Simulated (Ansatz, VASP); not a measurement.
## Al34Ga20O81 (amorphous 37Ga2O3-63Al2O3 (mol %)): VASP beside Ansatz

One calculation is typed for both programs; each brings its own data sets and cutoff. How far apart do they land? The cell is taken from a series of runs on this material, whose earlier steps may have relaxed or scaled it; both programs get it as it stands.

Program: Ansatz 0.2.0. Level of theory: plane waves, with VASP 6.6.1 beside it; single point at PBE. Results are calculated unless marked as measured.

**1. The starting structure**

The cell holds 135 atoms: 20 Ga, 34 Al and 81 O. Its edges and angles: a = 11.052 Å, b = 11.052 Å, c = 11.052 Å, α = 90.0°, β = 90.0°, γ = 90.0°. As first built, before any earlier steps moved the atoms: 135 atoms (20 Fe, 34 Al, 81 O) placed at random at 3.55 g/cm^3, melted at 5000 K for 10 ps at fixed volume with the Morse and Coulomb pair potential with partial charges (Pedone, Malavasi, Menziani, Cormack and Segre, J. Phys. Chem. B 110, 11780 (2006)). Quenched from 5000 K to 300 K at 50 K/ps and fixed volume, held 10 ps at zero pressure, then minimised at fixed cell. Then Fe was replaced by Ga and the cell scaled by 1.006 (the potential has no terms for the new elements, so the cell is a start for a DFT relaxation).

**2. VASP: single point, PBE**

With cell and atoms fixed, the geometry can't cause a difference; cores, projectors, grids and the points listed under the comparison can.

Lines of VASP's logs that name or quote its potential files are left out, and so is its time.

The input, INCAR:

```
SYSTEM = Al34Ga20O81
PREC = Accurate
ENCUT = 520
EDIFF = 1E-05
NELM = 100
ISMEAR = 0
SIGMA = 0.01
LREAL = Auto
ALGO = Fast
GGA = PE
NBANDS = 518
LORBIT = 11
LWAVE = .FALSE.
LCHARG = .FALSE.
ISIF = 2
```

The input, POSCAR:

```
Al34Ga20O81
1.0
   11.0522700000      0.0000000000      0.0000000000
    0.0000000000     11.0522700000      0.0000000000
    0.0000000000      0.0000000000     11.0522700000
Ga Al O
20 34 81
Direct
    0.6865800000      0.8517200000      0.4613400000
    0.2455700000      0.6143200000      0.3685900000
    0.2966500000      0.2573200000      0.3841500000
    0.5779200000      0.5884800000      0.8224900000
    0.0811900000      0.4090700000      0.6886300000
    0.8351800000      0.4296700000      0.8408400000
    0.2442000000      0.7718300000      0.1546900000
    0.5375600000      0.8765800000      0.7411300000
    0.7359000000      0.5317200000      0.3158600000
    0.4479700000      0.5712400000      0.0830000000
    0.1765300000      0.4764100000      0.1683400000
    0.3814900000      0.7787100000      0.5153300000
    0.3820000000      0.5271400000      0.6336000000
    0.8955700000      0.1312000000      0.0029300000
    0.4677000000      0.8548000000      0.0168500000
    0.9594400000      0.6470700000      0.2040200000
    0.8535900000      0.7239800000      0.7376600000
    0.7250900000      0.9323900000      0.9376000000
    0.2992800000      0.4241800000      0.8851300000
    0.3466600000      0.2338800000      0.1156300000
    0.9634300000      0.8187400000      0.0051700000
    0.1509400000      0.8855100000      0.4580800000
    0.8733800000      0.3862700000      0.1354400000
    0.0736600000      0.5891100000      0.9162600000
    0.3267900000      0.7174300000      0.8547700000
    0.4128100000      0.2781100000      0.6068300000
    0.2093900000      0.9888400000      0.0076400000
    0.7660900000      0.0069900000      0.6626400000
    0.0272300000      0.9444700000      0.2073800000
    0.6507400000      0.6159900000      0.5400500000
[... 99 atom lines left out ...]
    0.9689700000      0.6584400000      0.0105500000
    0.3075200000      0.8975100000      0.8730100000
    0.8045300000      0.3711100000      0.2810400000
    0.1832000000      0.2820400000      0.5128400000
    0.8966100000      0.6169700000      0.3697400000
    0.5717300000      0.2711900000      0.6207500000
```

The input, KPOINTS:

```
Automatic mesh
0
Gamma
1 1 1
0 0 0
```

Potentials, in the order of the species: Ga_d, Al and O (PBE family, release 64).

Started as:

```
$ export OMP_NUM_THREADS=5
$ mpirun -np 1 vasp_gam
```

Numbers of over 12 decimals in the logs are rounded to 6 here.

Log:

```text
[banner, memory and clock lines left out]
running    1 mpi-ranks, on    1 nodes
[...]
Offloading initialized ...    1 GPUs detected
[...]
LDA part: xc-table for (Slater+PW92), standard interpolation
 POSCAR, INCAR and KPOINTS ok, starting setup
[...]
entering main loop
       N       E                     dE             d eps       ncg     rms          rms(c)
DAV:   1     0.222741651463E+05    0.22274E+05   -0.31815E+05  1060   0.265E+03
DAV:   2     0.509581136165E+04   -0.17178E+05   -0.16141E+05  1036   0.820E+02
DAV:   3    -0.332000330134E+03   -0.54278E+04   -0.50277E+04  1444   0.345E+02
DAV:   4    -0.101185879775E+04   -0.67986E+03   -0.66908E+03  1472   0.133E+02
[...]
RMM:  17    -0.905876744700E+03   -0.26664E-04   -0.46765E-04  1605   0.279E-02    0.190E-02
RMM:  18    -0.905876749325E+03   -0.46248E-05   -0.15917E-04  1310   0.150E-02    0.121E-02
RMM:  19    -0.905876749838E+03   -0.51276E-06   -0.55738E-05  1165   0.123E-02
   1 F= -.90587675E+03 E0= -.90587675E+03  d E =-.217626E-47
```

Parts of OUTCAR (step 2):

```text
  Total       49.3085052     80.4471717     63.9314687      4.1199962     -3.5744219    -10.6136897
  in kB       58.5164487     95.4699960     75.8701262      4.8893704     -4.2419147    -12.5957059
  external PRESSURE =      76.6188570 kB  Pullay stress =       0.0000000 kB

 POSITION                                       TOTAL-FORCE (eV/Angst)
 -----------------------------------------------------------------------------------
      7.58827      9.41344      5.09885        -0.480811     -0.008732     -0.392875
      2.71411      6.78963      4.07376         0.022082      0.541617      0.041405
      3.27866      2.84397      4.24573         0.609323     -1.187239     -0.194663
      6.38733      6.50404      9.09038        -0.624901      0.165369     -0.525353
      0.89733      4.52115      7.61092         0.260400      0.026984      0.504753
[...]
9.12166      5.09244      0.09405        -0.440379      0.342059     -1.429845
      8.22046      8.52616      0.04620         0.323593      0.468967      0.252609
      6.02128      9.12630      6.17910         0.451305      0.203558      0.180715
      4.33636      6.22199      9.25528         0.176641     -0.166724     -0.332928
     10.34426      0.49293      3.33989        -0.668964      0.807448     -0.702949
      6.57886      6.10572     11.00883         0.063549     -0.241510     -0.285981
      7.80578      9.71417      3.25788         0.446853      0.239984      0.771077
      6.11909      6.43949      7.20597        -1.413363     -0.669069      1.580725
[...]
-----------------------------------------------------------------------------------
    total drift:                               -0.000463     -0.016973     -0.009456

  FREE ENERGIE OF THE ION-ELECTRON SYSTEM (eV)
  ---------------------------------------------------
  free  energy   TOTEN  =      -905.8767498378 eV

  energy  without entropy=     -905.8767498378  energy(sigma->0) =     -905.87674984

[... 3 further parts left out ...]
[key lines of the parts left out:]
E-fermi :   5.1270
```

The run ends at a pressure of 7.66 GPa, with forces up to 2.3 eV/Å.

**3. Ansatz: single point, PBE**

Ansatz runs on its default PAW (the set named soft_2) files.

The same cell, functional and mesh now go to Ansatz, which takes its cutoff from its data sets.

The input, input.yaml:

```yaml
crystal:
  lattice:
    - [11.05227, 0.0, 0.0]
    - [0.0, 11.05227, 0.0]
    - [0.0, 0.0, 11.05227]
  atoms:
    - { symbol: Ga, position: [0.68658, 0.85172, 0.46134] }
    - { symbol: Ga, position: [0.24557, 0.61432, 0.36859] }
    - { symbol: Ga, position: [0.29665, 0.25732, 0.38415] }
    - { symbol: Ga, position: [0.57792, 0.58848, 0.82249] }
    - { symbol: Ga, position: [0.08119, 0.40907, 0.68863] }
    - { symbol: Ga, position: [0.83518, 0.42967, 0.84084] }
    - { symbol: Ga, position: [0.2442, 0.77183, 0.15469] }
    - { symbol: Ga, position: [0.53756, 0.87658, 0.74113] }
    - { symbol: Ga, position: [0.7359, 0.53172, 0.31586] }
    - { symbol: Ga, position: [0.44797, 0.57124, 0.083] }
    - { symbol: Ga, position: [0.17653, 0.47641, 0.16834] }
    - { symbol: Ga, position: [0.38149, 0.77871, 0.51533] }
    - { symbol: Ga, position: [0.382, 0.52714, 0.6336] }
    - { symbol: Ga, position: [0.89557, 0.1312, 0.00293] }
    - { symbol: Ga, position: [0.4677, 0.8548, 0.01685] }
    - { symbol: Ga, position: [0.95944, 0.64707, 0.20402] }
    - { symbol: Ga, position: [0.85359, 0.72398, 0.73766] }
    - { symbol: Ga, position: [0.72509, 0.93239, 0.9376] }
    - { symbol: Ga, position: [0.29928, 0.42418, 0.88513] }
    - { symbol: Ga, position: [0.34666, 0.23388, 0.11563] }
    - { symbol: Al, position: [0.96343, 0.81874, 0.00517] }
    - { symbol: Al, position: [0.15094, 0.88551, 0.45808] }
    - { symbol: Al, position: [0.87338, 0.38627, 0.13544] }
    - { symbol: Al, position: [0.07366, 0.58911, 0.91626] }
    - { symbol: Al, position: [0.32679, 0.71743, 0.85477] }
    - { symbol: Al, position: [0.41281, 0.27811, 0.60683] }
    - { symbol: Al, position: [0.20939, 0.98884, 0.00764] }
    - { symbol: Al, position: [0.76609, 0.00699, 0.66264] }
    - { symbol: Al, position: [0.02723, 0.94447, 0.20738] }
    - { symbol: Al, position: [0.65074, 0.61599, 0.54005] }
[... 99 atom lines left out ...]
    - { symbol: O, position: [0.96897, 0.65844, 0.01055] }
    - { symbol: O, position: [0.30752, 0.89751, 0.87301] }
    - { symbol: O, position: [0.80453, 0.37111, 0.28104] }
    - { symbol: O, position: [0.1832, 0.28204, 0.51284] }
    - { symbol: O, position: [0.89661, 0.61697, 0.36974] }
    - { symbol: O, position: [0.57173, 0.27119, 0.62075] }
kpoints:
  mp_grid: { grid: [1, 1, 1] }
hamiltonian:
  xc: pbe
scf:
  occupations: { method: fixed }
output:
  forces: true
  stress: true
  populations: true
  dos:
    method: { smearing: { sigma: 0.08 } }
    de: 0.1
    projected: { site_lists: { Al: [Al], Ga: [Ga], O: [O] } }
  eigenvalues: true
  write_density: true
  write_potential: true
  volumetric_format: npy
```

Started as:

```
$ ansatz run input.yaml --threads 4 --pin off --max-ram 8192MiB --backend cpu --events-out ev --progress --plain --runs-dir out
```

Log:

```text
Engine: ansatz 0.2.0, aarch64-unknown-linux-gnu
Pseudopotentials: kind: paw
Pseudopotential: Ga, paw, valence charge 13, recommended cutoff 420 eV (normal), Ga.paw.azcp
Pseudopotential: Al, paw, valence charge 3, recommended cutoff 420 eV (normal), Al.paw.azcp
Pseudopotential: O, paw, valence charge 6, recommended cutoff 420 eV (normal), O.paw.azcp
Functional definition: PBE
  parameter kappa = 0.804
  parameter beta = 0.066725
  exchange = pbe_x(kappa = kappa, mu = beta*pi^2/3)
  correlation = pbe_c(beta = beta)
Crystal: 135 atoms, lattice volume = 1350.064 Å³
Basis set: ecut = 420 eV, 26529 PW (Γ), exchange–correlation on 150×150×150 points (8 copies of the dense FFT grid, shifted against one another)
Bands: 559, of which v1, the nominal top of the filled ones, is band 424 counted from 1 (423 counted from 0)
Symmetry: 1 space group operations
Space group: P1 (ITA 1), of the structure as read, at distance tolerance 1.1e-4 Å
k-points: 1
Non-local potential: Ga, projectors of the file, l = 0: 2, l = 1: 2, l = 2: 3, l = 3: 1
Non-local potential: Al, projectors of the file, l = 0: 2, l = 1: 2, l = 2: 1
Non-local potential: O, projectors of the file, l = 0: 2, l = 1: 2, l = 2: 1
PAW form: soft (Blöchl's): semilocal exchange-correlation on the pseudo side does not see the compensation charge
PAW one-centre angular grid: Ga, 590 points (default); XC on 64 Gauss nodes
PAW one-centre angular grid: Al, 110 points (default); XC on 64 Gauss nodes
PAW one-centre angular grid: O, 110 points (default); XC on 64 Gauss nodes
Initial density: superposition of atomic densities (neutral atoms: chi_scale 0, normalization atom), corrected by the library's trained network
Initial wavefunctions: pseudopotential atomic-orbital guess
Functional: x = pbe(κ = 0.804, μ = 0.219515), c = pbe(β = 0.066725)
SCF iter   1: F=—  HF=-140014.047215 eV  |F-HF|=—  |Δ(HF+E_count)|=         —  Δρ=2.66e-3  dr2=1.34e-1  ethr=1.77e-3  ⟨swp⟩=5.0  Hψ=1961  notcnv=0  defer=133
preconditioner: auto → Resta (q_TF=auto, 2.525 Å⁻¹)  ε∞=4.0  [insulator: Δε(μ)=2.496 eV  Ē_g=17.034 eV  n_scr=364 (ndim 8)  ℏωp=29.4 eV  f_vac=0.016  ε∞_Penn≈4.0]
SCF iter   2: F=—  HF=-140014.035301 eV  |F-HF|=—  |Δ(HF+E_count)|=   1.19e-2  Δρ=1.43e-3  dr2=3.13e-2  ethr=1.58e-5  ⟨swp⟩=2.0  Hψ=1068  notcnv=0  defer=133
SCF iter   3: F=—  HF=-140014.036537 eV  |F-HF|=—  |Δ(HF+E_count)|=   1.24e-3  Δρ=6.25e-4  dr2=7.93e-3  ethr=3.70e-6  ⟨swp⟩=3.0  Hψ=782  notcnv=0  defer=133
SCF iter   4: F=—  HF=-140014.035889 eV  |F-HF|=—  |Δ(HF+E_count)|=   6.47e-4  Δρ=2.05e-4  dr2=5.13e-4  ethr=9.36e-7  ⟨swp⟩=2.0  Hψ=781  notcnv=0  defer=133
SCF iter   5: F=—  HF=-140014.035914 eV  |F-HF|=—  |Δ(HF+E_count)|=   2.51e-5  Δρ=1.20e-4  dr2=1.59e-4  ethr=6.05e-8  ⟨swp⟩=2.0  Hψ=847  notcnv=0  defer=132
SCF iter   6: F=—  HF=-140014.035927 eV  |F-HF|=—  |Δ(HF+E_count)|=   1.26e-5  Δρ=2.68e-5  dr2=8.64e-6  ethr=1.87e-8  ⟨swp⟩=2.0  Hψ=840  notcnv=0  defer=129
SCF iter   7: F=—  HF=-140014.034444 eV  |F-HF|=—  |Δ(HF+E_count)|=   1.48e-3  Δρ=1.69e-5  dr2=3.01e-6  ethr=1.02e-9  ⟨swp⟩=2.0  Hψ=983  notcnv=0  defer=129
SCF iter   8: F=—  HF=-140014.034445 eV  |F-HF|=—  |Δ(HF+E_count)|=   9.68e-7  Δρ=5.88e-6  dr2=4.27e-7  ethr=3.56e-10  ⟨swp⟩=2.0  Hψ=821  notcnv=0  defer=129
SCF iter   9: F=—  HF=-140014.034445 eV  |F-HF|=—  |Δ(HF+E_count)|=   2.95e-7  Δρ=3.18e-6  dr2=1.16e-7  ethr=1.18e-11  ⟨swp⟩=20.0  Hψ=4999  notcnv=0
SCF iter  10: F=-140014.034445 eV  HF=-140014.034445 eV  |F-HF|=6.40e-10  |Δ(HF+E_count)|=   5.12e-9  Δρ=1.29e-6  dr2=1.89e-8  ethr=1.18e-11  ⟨swp⟩=8.0  Hψ=3030  notcnv=0
SCF 1 converged in 10 iterations: F = -140014.034445 eV  dr2 = 1.89e-8
  greatest PAW one-centre occupation: 0.998 electrons in one spin orbital (limit 2), on the Ga atom at site 19 (counted from 0), in its partial waves of l = 2
SCF converged after 10 iterations
Free energy (F): -140014.034445 eV
Harris-Foulkes:  -140014.034445 eV  (|F-HF|=6.40e-10)
Internal energy: -140014.034445 eV  (E = F + TS)
E sigma→0 (E₀):  -140014.034445 eV
Fermi energy:    7.543572 eV
--- Per-component energies (eV) ---
  E_band       = -799.830589
  E_kinetic    = 17616.005217
  E_local      = -76091.822321  (includes V_loc(G=0)·N_el)
  E_nonlocal   = 12898.034279
  E_hartree    = 33129.799281
  E_xc         = -8750.975809
  E_vxc        = -9837.201738  (∫ρ·V_xc dr)
  E_paw        = -68725.787923  (= ΣΔE_a)
  E_vpaw       = -11644.635655  (= ΣTr[D̂ρ^β])
  E_aug_tail   = 0.200520  (compensation charges beyond the density's cutoff)
  E_ewald      = -50089.487689
  E_smearing   = -0.000000  (= −TS)
  E_closure    = 0.000000  (closes the sum)
  Σ components = -140014.034445   (vs F -140014.034445, Δ=0.00e0)
--- Forces (eV/Å), atoms counted from 1 ---
  atom   1  Ga    -0.50189087    -0.02679081    -0.39447101
  atom   2  Ga     0.03298047     0.54154035     0.03144467
  atom   3  Ga     0.62407086    -1.21985390    -0.20548723
[...]
atom 135  O      0.02662954     0.28558423    -0.44190977
  max |Σ_I F_I| component: 6.05e-5 eV/Å
--- Stress (GPa, compression-positive) ---
        5.574706       0.441569      -1.231801
        0.441577       9.256436      -0.427658
       -1.231789      -0.427648       7.270280
  P = ⅓ Tr σ = 7.3671 GPa (73.671 kbar)
--- Band table (eV) ---
  k-point 0: bands = [... 420 lower, 7.2786, 7.2943, 7.3388, 7.5436, 9.9588, 11.3268, 11.6054, 11.8054, ... 131 higher]
--- Löwdin populations: 135 sites ---
  site symbol       q [e]
     0     Ga     11.9510
     1     Ga     11.9668
     2     Ga     11.9612
     3     Ga     11.9739
     4     Ga     11.9496
     5     Ga     11.9585
     6     Ga     11.9756
     7     Ga     11.9654
     8     Ga     11.9671
     9     Ga     11.9513
    10     Ga     11.9562
    11     Ga     12.0066
    12     Ga     11.9645
    13     Ga     11.9329
    14     Ga     11.9725
    15     Ga     11.9738
    16     Ga     11.9353
    17     Ga     11.9618
    18     Ga     11.9643
    19     Ga     11.9639
    20     Al      1.7132
    21     Al      1.6868
    22     Al      1.6217
    23     Al      1.6338
[...]
127      O      6.7597
   128      O      6.8337
   129      O      6.7999
   130      O      6.7906
   131      O      6.7641
   132      O      6.7631
   133      O      6.7538
   134      O      6.8550
  spilling = 0.005636 (of n_electrons = 848.000000)
```

In the SCF lines HF is the Harris–Foulkes energy and dr2 the Hartree energy of the density residual, in eV; the loop may stop once dr2 is under the threshold and the program's other checks hold. Hψ counts applications of the Hamiltonian.

**4. Comparison**

Known differences besides the PAW data sets themselves: fixed occupations in Ansatz, narrow Gaussian smearing in VASP; the cutoff is 420 eV in Ansatz and 520 eV in VASP (PREC = Accurate, projectors in real space); VASP leaves aspherical gradient terms in its spheres out (LASPH is not set), Ansatz keeps them. Total energies have different zeros and are not compared.

Compared:

| quantity | Ansatz | VASP | difference |
| --- | --- | --- | --- |
| pressure (GPa) | 7.37 | 7.66 | -0.29 |
| gap on the k mesh (eV) | 2.415 | 2.386 | +0.030 |

Forces on 10 of the 135 atoms, picked by the larger force of the two programs (eV/Å; atoms numbered as in POSCAR):

| atom | Ansatz x, y, z | VASP x, y, z |
| --- | --- | --- |
| Ga14 | -1.556, -0.032, -0.941 | -1.523, -0.036, -0.927 |
| O80 | -1.431, -0.679, 1.615 | -1.413, -0.669, 1.581 |
| O87 | -1.454, -0.860, -0.545 | -1.474, -0.873, -0.558 |
| O97 | 1.155, 1.081, -0.616 | 1.128, 1.069, -0.613 |
| O99 | 1.389, 1.261, -0.593 | 1.368, 1.292, -0.619 |
| O100 | 1.277, 1.458, -1.120 | 1.285, 1.434, -1.103 |
| O102 | -0.229, 1.340, 1.075 | -0.239, 1.315, 1.115 |
| O106 | -0.985, -1.250, -0.520 | -0.999, -1.221, -0.531 |
| O116 | -0.221, 1.897, -0.273 | -0.252, 1.878, -0.275 |
| O134 | -0.561, -0.985, -2.023 | -0.573, -1.004, -2.009 |

The forces differ by 18 meV/Å r.m.s., which is 3.0 % of the r.m.s. force of 0.59 eV/Å (both taken over all components).

**5. Outcome**

| Property | Result |
| --- | --- |
| r.m.s. force difference (single point, PBE) | 3.0 % of the r.m.s. force |

What this shows: The r.m.s. force difference is 3.0 % of the r.m.s. force (single point, PBE), at about the 3 % picked in this series as the mark of a large difference. No further run was made for the single point, PBE pair, so its cause stays open. How closely two codes agree says nothing of how well the functional describes the real material.

[Lines on the potential files, build, host, timing and source positions are cut from VASP's logs without a mark.]

[Logs are printed without paths, hosts, clocks, repeated set-up lines and the standing remarks that a program may print on its own settings, such as how far it seeks lower states.]

[Hosts, paths, dates, database ids (printed as entryN), source tags and the programs' standing remarks are cut or masked in the printed files.]
